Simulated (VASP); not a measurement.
Level of theory: LDA (Ceperley-Alder, Perdew-Zunger), VASP's LDA PAW potentials (set 64) (plane waves; VASP 6.6.1).

Input for VASP

**INCAR**
```
! general
SYSTEM =YHg2
PREC   =Accurate
ENCUT  =300
LREAL  =.FALSE.
LASPH  =.TRUE.

! electronic loop
EDIFF  =1E-6
NELM   =100
ALGO   =Normal
LMAXMIX=6

! smearing
ISMEAR =-1
SIGMA  =0.1

! ions
ISIF   =2

! output
LWAVE  =.FALSE.
LCHARG =.FALSE.
```

### POSCAR
```
YHg2
1
    4.7710000000     0.0000000000     0.0000000000
   -2.3855000000     4.1318070000     0.0000000000
    0.0000000000     0.0000000000     3.5360000000
Y Hg
1 2
Direct
  0.0000000000   0.0000000000   0.0000000000
  0.3333330000   0.6666670000   0.5000000000
  0.6666670000   0.3333330000   0.5000000000
```

### KPOINTS
```
Automatic mesh
0
gamma
5 5 5
0 0 0
```

POTCAR, in this order: Y_sv Hg (LDA.64 set). Program: vasp_std.

The resulting files:

OSZICAR:
```
       N       E                     dE             d eps       ncg     rms          rms(c)
DAV:   1     0.176545452873E+03    0.17655E+03   -0.13183E+04   638   0.106E+03
DAV:   2    -0.478202792786E+01   -0.18133E+03   -0.17696E+03   695   0.329E+02
DAV:   3    -0.111961879445E+02   -0.64142E+01   -0.63672E+01   885   0.584E+01
DAV:   4    -0.113333128277E+02   -0.13712E+00   -0.13704E+00   815   0.685E+00
DAV:   5    -0.113359888399E+02   -0.26760E-02   -0.26754E-02   827   0.771E-01    0.281E+01
DAV:   6    -0.107512283689E+02    0.58476E+00   -0.12526E+00   705   0.107E+01    0.172E+01
DAV:   7    -0.106357580109E+02    0.11547E+00   -0.60506E-01   835   0.490E+00    0.377E+00
DAV:   8    -0.106296559636E+02    0.61020E-02   -0.35125E-02   723   0.156E+00    0.507E-01
DAV:   9    -0.106280425281E+02    0.16134E-02   -0.95551E-03   734   0.589E-01    0.121E-01
DAV:  10    -0.106280608035E+02   -0.18275E-04   -0.44774E-04   830   0.119E-01    0.276E-02
DAV:  11    -0.106280598004E+02    0.10031E-05   -0.12880E-05   767   0.252E-02    0.748E-03
DAV:  12    -0.106280599434E+02   -0.14296E-06   -0.10127E-06   470   0.835E-03
   1 F= -.10628060E+02 E0= -.10599358E+02  d E =-.574041E-01
```

File OUTCAR:
```
------------------------ aborting loop because EDIFF is reached ----------------------------------------
  FORCE on cell =-STRESS in cart. coord.  units (eV):
  Direction    XX          YY          ZZ          XY          YZ          ZX
  --------------------------------------------------------------------------------------
  Total       -0.3532631     -0.3532631     -2.3218897      0.0000000     -0.0000000      0.0000000
  in kB       -8.1198338     -8.1198330    -53.3691731      0.0000000     -0.0000000      0.0000000
  external PRESSURE =     -23.2029467 kB  Pullay stress =       0.0000000 kB
  volume of cell :       69.70
      direct lattice vectors                 reciprocal lattice vectors
     4.771000000  0.000000000  0.000000000     0.209599665  0.121012429  0.000000000
    -2.385500000  4.131807000  0.000000000     0.000000000  0.242024857  0.000000000
     0.000000000  0.000000000  3.536000000     0.000000000  0.000000000  0.282805430
 POSITION                                       TOTAL-FORCE (eV/Angst)
 -----------------------------------------------------------------------------------
      0.00000      0.00000      0.00000        -0.000000      0.000000      0.000000
     -0.00000      2.75454      1.76800         0.000000     -0.000000      0.000000
      2.38550      1.37727      1.76800         0.000000      0.000000      0.000000
 -----------------------------------------------------------------------------------
    total drift:                                0.000000      0.000000      0.000000
  FREE ENERGIE OF THE ION-ELECTRON SYSTEM (eV)
  ---------------------------------------------------
  free  energy   TOTEN  =       -10.6280599434 eV

  energy  without entropy=      -10.5706558023  energy(sigma->0) =      -10.59935787
```
(Selected blocks of OUTCAR.)

**OUTCAR**
```
 val. band max:        3.9067116642   @ k =   0.2000  -0.0000   0.4000

 cond. band min:       4.0638658548   @ k =   0.0000   0.0000   0.2000


 Fermi energy:         3.9079898688

 k-point     1 :       0.0000    0.0000    0.0000
  band No.  band energies     occupation
      1     -39.0467      2.00000
      2     -19.1562      2.00000
      3     -19.1562      2.00000
      4     -18.9905      2.00000
      5      -5.3703      2.00000
      6      -4.1869      2.00000
      7      -3.9064      2.00000
      8      -3.9064      2.00000
      9      -3.7066      2.00000
     10      -3.7066      2.00000
     11      -3.5271      2.00000
     12      -3.5271      2.00000
     13      -3.2879      2.00000
     14      -2.8639      2.00000
     15      -2.8639      2.00000
     16       3.1160      1.99927
     17       3.1160      1.99927
     18       3.8771      1.15310
     19       4.6417      0.00130
     20       7.1769      0.00000
     21       7.1769      0.00000

 k-point     2 :       0.2000   -0.0000    0.0000
  band No.  band energies     occupation
      1     -39.0463      2.00000
      2     -19.1676      2.00000
      3     -19.1577      2.00000
      4     -18.9908      2.00000
      5      -5.0162      2.00000
      6      -4.2818      2.00000
      7      -4.2199      2.00000
      8      -4.0567      2.00000
      9      -3.7704      2.00000
     10      -3.6820      2.00000
     11      -3.3891      2.00000
     12      -3.1768      2.00000
     13      -3.0917      2.00000
     14      -2.8897      2.00000
     15      -2.7976      2.00000
     16       1.4356      2.00000
     17       3.1918      1.99845
     18       3.8532      1.26720
     19       6.4495      0.00000
     20       6.6361      0.00000
     21       6.9934      0.00000

 k-point     3 :       0.4000    0.0000    0.0000
  band No.  band energies     occupation
      1     -39.0456      2.00000
      2     -19.1856      2.00000
      3     -19.1600      2.00000
...
```

At this cut-off the stress carries a Pulay error, which pulls relaxed volumes low.  Unless said otherwise, spin-orbit coupling is left out, though it shifts the bands of the heavy elements here.

The structure comes from a measured YHg2 entry (P6/mmm) of the Crystallography Open Database, whose conditions weren't checked. The cell was not relaxed at this level. The k-mesh is coarse (spacing up to 0.36 per Å, 2π included), so the numbers may not be converged in it. The run is one of a series of settings (KPOINTS 5×5×5 Γ-centred mesh against the base run), some of them coarse on purpose. The electron count is odd and the run is not spin-polarised, which forces a metal.
